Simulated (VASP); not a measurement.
Input:

```yaml
crystal:
  lattice:
    - [0.00000, 3.25168, 3.25168]
    - [3.25168, 0.00000, 3.25168]
    - [3.25168, 3.25168, 0.00000]
  atoms:
    - { symbol: Te, position: [0.50000, 0.50000, 0.50000] }
    - { symbol: Pb, position: [0.00000, 0.00000, 0.00000] }
```

Computed with revTPSS meta-GGA, VASP's PBE PAW potentials (set 64) (plane waves; VASP). Run with 520 eV cut-off, 8×8×8 Γ-centred mesh, tetrahedra with Blöchl corrections, potentials Te Pb_d.

Unless said otherwise, spin-orbit coupling is left out, though it shifts the bands of the heavy elements here.

Question: Estimate the energy per atom (σ→0), band gap (over mesh and band path) with the smallest direct gap where there is one.

Answer: 
The band gap (over mesh and band path) comes out as 0.83 eV and the smallest direct gap (over mesh and band path) is 0.83 eV. The energy per atom (σ→0) is 27.825 eV/atom.

Total energies compare only between runs with the same potentials, cut-off and functional.

The compound is PbTe in the rock salt structure. It was relaxed first.
